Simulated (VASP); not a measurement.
An input for Quantum ESPRESSO's pw.x (written as the equivalent of a VASP run, and not itself run):

```
&CONTROL
  calculation = 'scf'
  pseudo_dir = './pseudo'
  outdir = './out'
  tprnfor = .true.
  tstress = .true.
/
&SYSTEM
  ibrav = 0
  nat = 4
  ntyp = 2
  ecutwfc = 84
  occupations = 'smearing'
  smearing = 'gaussian'
  degauss = 0.00735
  input_dft = 'pbesol'
/
&ELECTRONS
  conv_thr = 7.3e-08
  electron_maxstep = 100
/
ATOMIC_SPECIES
  Ti 47.867 Ti.upf
  Ag 107.868 Ag.upf
CELL_PARAMETERS angstrom
     2.9038100    0.0000000    0.0000000
     0.0000000    2.9038100    0.0000000
     0.0000000    0.0000000    8.1327000
ATOMIC_POSITIONS crystal
  Ti  -0.0112040  0.4726100  0.8854590
  Ti   0.5369810 -0.0280850  0.1192820
  Ag   0.0263290  0.5287660  0.3759620
  Ag   0.4478940  0.0267090  0.6192980
K_POINTS automatic
  7 7 3 0 0 0
```

Question: Translate this input to VASP (INCAR, KPOINTS, POSCAR, choice of POTCAR).

Answer: This is not unique; one that fits is 
File KPOINTS:
```
Regular mesh
0
G
7 7 3
```

**INCAR**
```
! general
SYSTEM  = TiAg
PREC    = Accurate
ENCUT   = 300
LREAL   = .FALSE.
LASPH   = .TRUE.

! electronic loop
EDIFF   = 1E-6   ! SCF stop (eV)
NELM    = 100
ALGO    = Normal
LMAXMIX = 4   ! l cut-off of mixed one-centre charges

! smearing
ISMEAR  = 0
SIGMA   = 0.1   ! width (eV)

! functional
GGA     = PS   ! PBEsol

! ions
ISIF    = 2   ! forces and stress, cell fixed

! output
LWAVE   = .FALSE.
LCHARG  = .FALSE.
```

**POSCAR**
```
TiAg
16.26540
  0.1785268115   0.0000000000   0.0000000000
  0.0000000000   0.1785268115   0.0000000000
  0.0000000000   0.0000000000   0.5000000000
Ti Ag
2 2
Cart
 -0.0020002144   0.0843735564   0.4427295000
  0.0958655058  -0.0050139255   0.0596410000
  0.0047004324   0.0943989080   0.1879810000
  0.0799610877   0.0047682726   0.3096490000
```

POTCAR, in this order: Ti_sv Ag (PBE.64 set). Program: vasp_std.

The two are equivalent in intent, not identical: the potentials are each code's own (VASP's PAW set, PseudoDojo norm-conserving files in pw.x), so ENCUT and ecutwfc are chosen apart and not converted; conv_thr bounds pw.x's estimated SCF error, while EDIFF bounds the energy change between steps.

The structure comes from a computed database's TiAg entry; how it stands against other phases isn't given here. The cell was not relaxed at this level, atoms are displaced from their ideal sites. The k-mesh is coarse (spacing up to 0.31 per Å, 2π included), so the numbers may not be converged in it.
